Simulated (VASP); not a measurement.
# P4Pd (P4/mmm) in VASP: further runs

The runs below take P4Pd through relaxation of cell and atoms, single point, with PBE, RPBE, PBE+U, revTPSS+D3.

Program: VASP 6.6.1. These are calculated values, not measurements. Logs are shortened: lines on timing, memory, paths and dates and some standing lists are left out, and cuts for length are marked.

## (1) The crystal as given

It takes space group P4/mmm (No. 123, tetragonal). Conventional cell: a = 3.878 Å, b = 3.878 Å, c = 7.611 Å, α = 90.00°, β = 90.00°, γ = 90.00°. Around P (site symmetry 4mm) lie 1 P at 1.97 Å. P (site symmetry 4/mmm) is surrounded by 2 P at 1.97 Å. P (site symmetry 4/mmm) has 4 P at 2.74 Å as nearest neighbours. Pd (site symmetry 4/mmm) has 8 P at 3.30 Å as nearest neighbours.

The cell was built by a generator and needn't be a form met in nature.

## (2) Relaxation of cell and atoms, PBE

Contents of INCAR:

```
SYSTEM = P4Pd
PREC     = Accurate       ! precision mode
ENCUT    = 600            ! plane-wave cutoff, eV
EDIFF    = 1E-6           ! SCF threshold, eV
ISMEAR   = 0              ! smearing method
SIGMA    = 0.05           ! smearing width, eV
LREAL    = .FALSE.        ! projectors in reciprocal space
LASPH    = .TRUE.         ! aspherical terms in the spheres
NELM     = 80             ! most SCF steps
ALGO     = Normal         ! electronic algorithm
ISIF     = 3              ! what is computed and relaxed
LWAVE    = .FALSE.        ! write WAVECAR
LCHARG   = .FALSE.        ! write CHGCAR
GGA      = PE             ! functional
IBRION   = 2              ! ionic algorithm
NSW      = 60             ! ionic steps
EDIFFG   = -0.01          ! ionic threshold
```

Contents of KPOINTS:

```
regular mesh
0
G
  7 7 4
  0 0 0
```

Contents of POSCAR:

```
P4Pd
1.0
    3.8777035800      0.0000000000      0.0000000000
    0.0000000000      3.8777035800      0.0000000000
    0.0000000000      0.0000000000      7.6111243000
P Pd
4 1
Direct
    0.0000000000      0.0000000000      0.7583594700
    0.0000000000      0.0000000000      0.2416405300
    0.0000000000      0.0000000000      0.5000000000
    0.5000000000      0.5000000000      0.5000000000
    0.5000000000      0.5000000000      0.0000000000
```

Potentials or basis: VASP PAW PBE potentials, release 64 (P, Pd).

Launch:

```bash
> cat potpaw_PBE.64/P/POTCAR potpaw_PBE.64/Pd/POTCAR > POTCAR
> mpirun -np 1 vasp_std > vasp.out
```

OUTCAR:

```text
SYSTEM = P4Pd
   PREC = Accurate
   ENCUT = 600
   EDIFF = 1E-6
   ISMEAR = 0
   LREAL = .FALSE.
   LASPH = .TRUE.
   NELM = 80
   ISIF = 3
   GGA = PE
   IBRION = 2
   NSW = 60
   EDIFFG = -0.01

 ion  position               nearest neighbor table
   1  0.000  0.000  0.758-   3 1.97
   2  0.000  0.000  0.242-   3 1.97
   3  0.000  0.000  0.500-   1 1.97   2 1.97   4 2.74   4 2.74   4 2.74   4 2.74
   4  0.500  0.500  0.500-   3 2.74   3 2.74   3 2.74   3 2.74
   5  0.500  0.500  0.000-

  LATTYP: Found a simple tetragonal cell.
 ALAT       =     3.8777035800
 C/A-ratio  =     1.9627916737

  Lattice vectors:

 A1 = (   3.8777035800,   0.0000000000,   0.0000000000)
 A2 = (   0.0000000000,   3.8777035800,   0.0000000000)
 A3 = (   0.0000000000,   0.0000000000,   7.6111243000)

Analysis of symmetry for initial positions (statically):
=====================================================================
 Subroutine PRICEL returns:
 Original cell was already a primitive cell.

 Routine SETGRP: Setting up the symmetry group for a
 simple tetragonal supercell.

 Subroutine GETGRP returns: Found 16 space group operations
 (whereof 16 operations were pure point group operations)
 out of a pool of 16 trial point group operations.

The static configuration has the point symmetry D_4h.

Analysis of symmetry for dynamics (positions and initial velocities):
=====================================================================
 Subroutine PRICEL returns:
 Original cell was already a primitive cell.

 Routine SETGRP: Setting up the symmetry group for a
 simple tetragonal supercell.

 Subroutine GETGRP returns: Found 16 space group operations
 (whereof 16 operations were pure point group operations)
 out of a pool of 16 trial point group operations.

The dynamic configuration has the point symmetry D_4h.

 Subroutine INISYM returns: Found 16 space group operations
 (whereof 16 operations are pure point group operations),
 and found     1 'primitive' translations

----------------------------------------------------------------------------------------

                                     Primitive cell

  volume of cell :     114.4453

  direct lattice vectors                    reciprocal lattice vectors
     3.877703580  0.000000000  0.000000000     0.257884591  0.000000000  0.000000000
     0.000000000  3.877703580  0.000000000     0.000000000  0.257884591  0.000000000
     0.000000000  0.000000000  7.611124300     0.000000000  0.000000000  0.131386634

  length of vectors
     3.877703580  3.877703580  7.611124300     0.257884591  0.257884591  0.131386634

  position of ions in fractional coordinates (direct lattice)
[... 85 lines left out ...]
   EDIFF  = 0.1E-05   stopping-criterion for ELM
   LREAL  =      F    real-space projection
   EDIFFG = -.1E-01   stopping-criterion for IOM
   NSW    =     60    number of steps for IOM
   IBRION =      2    ionic relax: 0-MD 1-quasi-New 2-CG
   NFREE  =      1    steps in history (QN), initial steepest desc. (CG)
   ISIF   =      3    stress and relaxation
   ISYM   =      2    0-nonsym 1-usesym 2-fastsym
   POTIM  = 0.5000    time-step for ionic-motion
   TEBEG  =    0.0;   TEEND  =   0.0 temperature during run
   PSTRESS=    0.0 pullay stress
   NELECT =      30.0000    total number of electrons
   NUPDOWN=      -1.0000    fix difference up-down
   EMIN   =  10.00;   EMAX   =-10.00  energy-range for DOS
   EFERMI =   0.00;   METHOD = LEGACY
   ISMEAR =     0;   SIGMA  =   0.05  broadening in eV -4-tet -1-fermi 0-gaus
   EFERMI_NEDOS =   21; number of points for ismear=-14 and -15
   IALGO  =     38    algorithm
   IMIX   =      4    mixing-type and parameters
     AMIX     =   0.40;   BMIX     =  1.00
     AMIX_MAG =   1.60;   BMIX_MAG =  1.00
  volume/ion in A,a.u.               =      22.89       154.46
  Fermi-wavevector in a.u.,A,eV,Ry     =   1.047730  1.979922 14.935625  1.097737
  Thomas-Fermi vector in A             =   2.182622
   LORBIT       =      0    0 simple, 1 ext, 2 COOP (PROOUT), +10 PAW based schemes
   GGA     = PE    functional components
   LHFCALC =     F    Hartree Fock is set to
   AEXX    =    0.0000 exact exchange contribution
   IVDW    =     0    specifies the selected vdW correction
   LEPSILON=     F    determine dielectric tensor
   LRPA    =     F    only Hartree local field effects (RPA)
 conjugate gradient relaxation of ions
 non-spin polarized calculation
 Gauss-broadening in eV      SIGMA  =   0.05
  energy-cutoff  :      600.00
  volume of cell :      114.45
 maximum number of plane-waves:      3838
 NGX is ok and might be reduce to    32
   NGX = 15   NGY = 15   NGZ = 31

--------------------------------------- Ionic step        1  -------------------------------------------

 number of electron      30.0000003 magnetization

 Free energy of the ion-electron system (eV)
  ---------------------------------------------------
  ext. energy  EPLUGINS =         0.00000000
  ---------------------------------------------------
  free energy    TOTEN  =       -21.04910462 eV

  energy without entropy =      -21.04431459  energy(sigma->0) =      -21.04670960

 E-fermi :   4.1755     XC(G=0):  -9.4781

 val. band max:        4.1641801072   @ k =   0.4286   0.1429   0.5000
 cond. band min:       4.1791040049   @ k =   0.1429   0.1429   0.0000
 fundamental gap:      0.0149238976
 Fermi energy:         4.1754724152

 k-point     1 :       0.0000    0.0000    0.0000
  band No.  band energies     occupation
      1     -10.3502      2.00000
      2      -7.1023      2.00000
      3      -4.7194      2.00000
      4      -2.8624      2.00000
      5       0.0736      2.00000
      6       0.0736      2.00000
[... 629 lines left out ...]
  FREE ENERGIE OF THE ION-ELECTRON SYSTEM (eV)
  ---------------------------------------------------
  free  energy   TOTEN  =       -24.7189126698 eV

  energy  without entropy=      -24.7144263708  energy(sigma->0) =      -24.71666952

[... ionic steps 4 to 21 ...]

--------------------------------------- Ionic step       22  -------------------------------------------

 number of electron      30.0000000 magnetization

------------------------ aborting loop because EDIFF is reached ----------------------------------------
[... 73 lines left out ...]
--------------------------------------- Ionic step       24  -------------------------------------------

 number of electron      30.0000000 magnetization

 Free energy of the ion-electron system (eV)
  ---------------------------------------------------
  ext. energy  EPLUGINS =         0.00000000
  ---------------------------------------------------
  free energy    TOTEN  =       -25.37162513 eV

  energy without entropy =      -25.36600660  energy(sigma->0) =      -25.36881586

 E-fermi :   7.7871     XC(G=0): -10.9174

 val. band max:        7.7708274240   @ k =   0.2857   0.1429   0.0000
 cond. band min:       7.8086611905   @ k =   0.4286   0.0000   0.5000
 fundamental gap:      0.0378337665
 Fermi energy:         7.7870943432

 k-point     1 :       0.0000    0.0000    0.0000
  band No.  band energies     occupation
      1      -7.3470      2.00000
      2      -5.7117      2.00000
      3      -2.3353      2.00000
      4       2.6015      2.00000
      5       3.4307      2.00000
      6       3.8428      2.00000
[... 551 lines left out ...]
  FREE ENERGIE OF THE ION-ELECTRON SYSTEM (eV)
  ---------------------------------------------------
  free  energy   TOTEN  =       -25.3716251255 eV

  energy  without entropy=      -25.3660066030  energy(sigma->0) =      -25.36881586

 reached required accuracy - stopping structural energy minimisation
```

OSZICAR:

```text
N       E                     dE             d eps       ncg     rms          rms(c)
DAV:   1     0.143390758904E+03    0.14339E+03   -0.13888E+04  1140   0.152E+03
DAV:   2    -0.113492337584E+02   -0.15474E+03   -0.14898E+03  1426   0.238E+02
DAV:   3    -0.211010767452E+02   -0.97518E+01   -0.93330E+01  1412   0.586E+01
[... 271 lines left out ...]
DAV:   4    -0.253716656176E+02    0.81401E-04   -0.12775E-03  1311   0.227E-01    0.507E-02
DAV:   5    -0.253716331945E+02    0.32423E-04   -0.34132E-04  1353   0.146E-01    0.322E-02
DAV:   6    -0.253716232205E+02    0.99740E-05   -0.43164E-05  1334   0.381E-02    0.106E-02
DAV:   7    -0.253716244528E+02   -0.12322E-05   -0.26784E-06   894   0.125E-02    0.471E-03
DAV:   8    -0.253716251255E+02   -0.67273E-06   -0.61837E-07   585   0.507E-03
  24 F= -.25371625E+02 E0= -.25368816E+02  d E =-.433955E-03
```

CONTCAR:

```text
P4Pd
   1.00000000000000
     3.3482703647958432   -0.0000000000000000   -0.0000000000000000
     0.0000000000000000    3.3482703647958432   -0.0000000000000000
    -0.0000000000000000   -0.0000000000000000    7.4747687748729712
  P               Pd
     4     1
Direct
     0.0000000000000000    0.0000000000000000    0.8537621721725692
     0.0000000000000000    0.0000000000000000    0.1462378278274310
     0.0000000000000000    0.0000000000000000    0.5000000000000000
     0.5000000000000000    0.5000000000000000    0.5000000000000000
     0.5000000000000000    0.5000000000000000    0.0000000000000000

  0.00000000E+00  0.00000000E+00  0.00000000E+00
  0.00000000E+00  0.00000000E+00  0.00000000E+00
  0.00000000E+00  0.00000000E+00  0.00000000E+00
  0.00000000E+00  0.00000000E+00  0.00000000E+00
  0.00000000E+00  0.00000000E+00  0.00000000E+00
```

Wall time 8.1 min (1 thread of Intel Xeon 6975P-C (Granite Rapids), shared host); peak memory 0.31 GiB.

Results:

```yaml
Free_energy: -25.3716 eV
Relaxed_volume: 16.76 Å³/atom
Relaxed_cell: a = 3.348 Å, b = 3.348 Å, c = 7.475 Å, α = 90.00°, β = 90.00°, γ = 90.00°
Space_group_after_relaxing_to_0.05_Å: P4/mmm (No. 123)
Energy_gained_by_relaxing: 864.5 meV/atom
Ionic_steps: 24
Pressure_after_relaxing: 0.0 GPa
Largest_force_after_relaxing: 0.006 eV/Å
Band_gap_on_the_k_mesh: none (metal or under the smearing width)
```

Forces in eV/Å, atoms in the order of the input:
```
P    0.000  0.000 -0.006
P    0.000  0.000  0.006
P    0.000  0.000  0.000
P    0.000  0.000  0.000
Pd   0.000  0.000  0.000
```

Step by step:
```
step  energy change (eV)  largest force (eV/Å)  pressure (GPa)  volume (Å³)
   1              0.0000                3.3829           -6.00       114.45
   2             -2.0259                1.6108          -11.33       100.44
   3             -3.6698                1.0650           -3.36        82.43
   4             -3.5030                0.2729            9.83        75.96
   5             -3.7102                0.8466           -0.13        80.41
   6             -3.7074                0.7786            1.00        79.76
   7             -3.8749                0.5144            1.04        79.98
   8             -3.9847                0.4564            1.22        80.14
   9             -4.2557                0.3278            3.15        80.25
  10              1.5887               31.2518           36.42        79.63
  11             -4.2416                0.4638            2.28        80.25
  12             -3.9241                3.7589            8.39        80.08
  13             -4.2708                0.3289            2.53        80.24
  14             -4.2818                0.3089            3.55        80.20
  15             -4.2886                0.0054            3.16        80.22
  16             -4.1906                0.3431           -5.52        89.04
  17             -4.3137                0.0852            0.07        82.84
  18             -4.3137                0.0809            0.16        82.76
  19             -4.3207                0.1628           -0.29        83.66
  20             -4.3207                0.1637           -0.31        83.67
  21             -4.3193                0.1561            1.02        83.33
  22             -4.3221                0.0327            0.25        83.53
  23             -4.3223                0.0372           -0.12        84.01
  24             -4.3225                0.0056            0.04        83.80
```

Final structure:
```cif
data_structure
_symmetry_space_group_name_H-M 'P 1'
_symmetry_Int_Tables_number 1
_cell_length_a 3.3483
_cell_length_b 3.3483
_cell_length_c 7.4748
_cell_angle_alpha 90.000
_cell_angle_beta 90.000
_cell_angle_gamma 90.000
_cell_volume 83.80
loop_
_atom_site_label
_atom_site_type_symbol
_atom_site_fract_x
_atom_site_fract_y
_atom_site_fract_z
_atom_site_occupancy
P1 P 0.00000 0.00000 0.85376 1
P2 P 0.00000 0.00000 0.14624 1
P3 P 0.00000 0.00000 0.50000 1
P4 P 0.50000 0.50000 0.50000 1
Pd1 Pd 0.50000 0.50000 0.00000 1
```

Levels at points of the mesh, in eV from the Fermi level:
```
           k point  band 12  band 13  band 14  band 15  band 16  band 17  band 18  band 19
(0.00, 0.00, 0.00)    -3.09    -1.15    -1.15    -1.00     1.68     2.45     2.82     2.82
(0.00, 0.00, 0.50)    -2.73    -1.30    -1.30    -0.07     2.18     2.74     3.21     3.21
```

Caveat: the volume moved by over 15 % at a fixed basis, so the end points are rough.

[end of part 1 of 3]
